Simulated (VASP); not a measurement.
Input:

```
CELL_PARAMETERS angstrom
      0.00000     2.43962     2.56327
      2.54084     0.00000     2.56327
      2.54084     2.43962     0.00000
ATOMIC_POSITIONS crystal
  Gd 0.00000 0.00000 0.00000
  N  0.49489 0.50511 0.50511
```

All values below come from PBE GGA with D3 dispersion (Becke-Johnson damping), VASP's PBE PAW potentials (set 64) (plane waves; VASP). Settings: 520 eV cut-off, 8×8×8 Γ-centred mesh, Gaussian smearing of 0.050 eV, potentials Gd_3 N.

The 4f electrons are frozen in the core of the lanthanide potential, so 4f levels, which can set the real gap, and their magnetism are missing.

### Question
Give the stress tensor in GPa (positive for a compressed cell).

### Answer

```
 -9.78    0.00    0.00
  0.00   -0.75    0.00
  0.00    0.00  -11.42
```
The pressure is its mean diagonal, -7.32 GPa.

The compound is GdN in the rock salt structure. The cell was not relaxed at this level, atoms are displaced from their ideal sites. The run is one of a series of settings (IVDW = 12 against the base run), some of them coarse on purpose.
